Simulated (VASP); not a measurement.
An input for Ansatz (written as the equivalent of a VASP run, and not itself run):

Ansatz 0.2 input:
```yaml
crystal:
  lattice:
    - [0.0000000, 2.8792330, 2.8792330]
    - [2.8792330, 0.0000000, 2.8792330]
    - [2.8792330, 2.8792330, 0.0000000]
  atoms:
    - { symbol: Y, position: [0.0000000, 0.0000000, 0.0000000] }
    - { symbol: Se, position: [0.5000000, 0.5000000, 0.5000000] }
kpoints:
  mp_grid: { grid: [10, 10, 10] }
hamiltonian:
  xc: r2scan
  pseudopotentials: { kind: paw }
scf:
  occupations: { method: methfessel_paxton, width: 0.1 }
  max_iter: 100
relax:
  max_steps: 60
  f_tol: 0.01
  cell: {}
output: { forces: true, stress: true, eigenvalues: true }
```

Translate this input to VASP (INCAR, KPOINTS, POSCAR, choice of POTCAR).

This is not unique; one that fits is 
**POSCAR**
```
YSe
1.0
  0.0000000000   2.8792329945   2.8792329945
  2.8792329945   0.0000000000   2.8792329945
  2.8792329945   2.8792329945   0.0000000000
Y Se
1 1
Cart
  0.0000000000   0.0000000000   0.0000000000
  2.8792329945   2.8792329945   2.8792329945
```

### INCAR
```
NELM  =  100   ! most electronic steps
ISIF  =  3
LASPH  =  T   ! aspherical one-centre terms
LREAL  =  F
LCHARG  =  F
SYSTEM  =  YSe
ENCUT  =  400
PREC  =  Accurate
ALGO  =  Normal   ! blocked Davidson
LMIXTAU  =  T
METAGGA  =  R2SCAN
NSW  =  60
EDIFF  =  1E-6   ! SCF stop (eV)
LMAXMIX  =  4
ISMEAR  =  1   ! Methfessel-Paxton
EDIFFG  =  -0.01   ! ionic stop
IBRION  =  2
LWAVE  =  F
SIGMA  =  0.1
```

File KPOINTS:
```
Automatic mesh
0
Gamma
10 10 10
0 0 0
```

POTCAR, in this order: Y_sv Se (PBE.64 set). Program: vasp_std.

The two are equivalent in intent, not identical: each code has its own PAW files, so the cut-off isn't converted (ENCUT is set for VASP's; basis.ecutwfc is left out, and Ansatz then takes the one that its files recommend); Ansatz stops its SCF on the density residual and VASP on the energy change (EDIFF).

The structure was generated: YSe was put into the rock salt type (Fm-3m), which need not be its known phase. It was relaxed first, which changed the volume by -36 %. The start is the result of an earlier pass.
